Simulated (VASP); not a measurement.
An input for Ansatz (written as the equivalent of a VASP run, and not itself run):

Ansatz 0.2 input:
```yaml
crystal:
  lattice:
    - [0.0000000, 2.5171020, 2.5171020]
    - [2.5171020, 0.0000000, 2.5171020]
    - [2.5171020, 2.5171020, 0.0000000]
  atoms:
    - { symbol: Hf, position: [-0.0099321, 0.0099321, -0.0099321] }
    - { symbol: O, position: [0.2500000, 0.2500000, 0.2500000] }
    - { symbol: O, position: [0.7500000, 0.7500000, 0.7500000] }
kpoints:
  mp_grid: { grid: [8, 8, 8] }
hamiltonian:
  xc: r2scan
  pseudopotentials: { kind: paw }
scf:
  occupations: { method: gaussian, width: 0.05 }
  max_iter: 100
output: { forces: true, stress: true, eigenvalues: true }
```

Task: Translate this input to VASP (INCAR, KPOINTS, POSCAR, choice of POTCAR).

Result: This is not unique; one that fits is 
File KPOINTS:
```
K-points
0
G
  8 8 8
```

### INCAR
```
SYSTEM = HfO2
PREC = Accurate; ENCUT = 600; LREAL = .FALSE.
LASPH = .TRUE.
EDIFF = 1E-7; NELM = 100; ALGO = Normal
LMAXMIX = 6; LMIXTAU = .TRUE.
ISMEAR = 0; SIGMA = 0.05
METAGGA = R2SCAN
ISIF = 2
LWAVE = .FALSE.; LCHARG = .FALSE.
```

POSCAR:
```
HfO2
1
    0.0000000000     2.5171020438     2.5171020438
    2.5171020438     0.0000000000     2.5171020438
    2.5171020438     2.5171020438     0.0000000000
Hf O
1 2
Direct
 -0.0099320566   0.0099320566  -0.0099320566
  0.2500000000   0.2500000000   0.2500000000
  0.7500000000   0.7500000000   0.7500000000
```

POTCAR, in this order: Hf_pv O (PBE.64 set). Program: vasp_std.

The two are equivalent in intent, not identical: each code has its own PAW files, so the cut-off isn't converted (ENCUT is set for VASP's; basis.ecutwfc is left out, and Ansatz then takes the one that its files recommend); Ansatz stops its SCF on the density residual and VASP on the energy change (EDIFF).

The compound is HfO2 in the fluorite structure, the high-temperature cubic form, which is unstable at 0 K; the monoclinic form is the stable one. This cell was strained or had an atom moved on purpose.
